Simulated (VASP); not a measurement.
Here is the system:

```
PtS2
1.0
    1.80803    -3.13160     0.00000
    1.80803     3.13160     0.00000
    0.00000     0.00000     4.76075
Pt S
1 2
Direct
  0.00000   0.00000   0.00000
  0.33333   0.66667   0.25700
  0.66667   0.33333   0.74300
```

Level of theory: vdW-DF-cx, VASP's PBE PAW potentials (set 64) (plane waves; VASP 6.6.1). Run with 520 eV cut-off, 7×7×5 Γ-centred mesh, Gaussian smearing of 0.050 eV, potentials Pt S.

Question: The ions and cell shape at fixed volume are relaxed. Predict the relaxed structure.

Answer: 
```
PtS2
1.0
    1.78895    -3.09855     0.00000
    1.78895     3.09855     0.00000
    0.00000     0.00000     4.86285
Pt S
1 2
Direct
  0.00000   0.00000   0.00000
  0.33333   0.66667   0.25008
  0.66667   0.33333   0.74992
```
Space group P-3m1 (164), at a tolerance of 0.03 Å.

Question: How much energy does the relaxation gain?

Answer: The energy (σ→0) changes by -6.0 meV/atom, in 6 ionic steps.

The compound is PtS2 in the 1T layered structure. This cell is one point of a volume scan, at 1.03 of the reference volume. Symmetry was kept, so distortions that lower it aren't found.
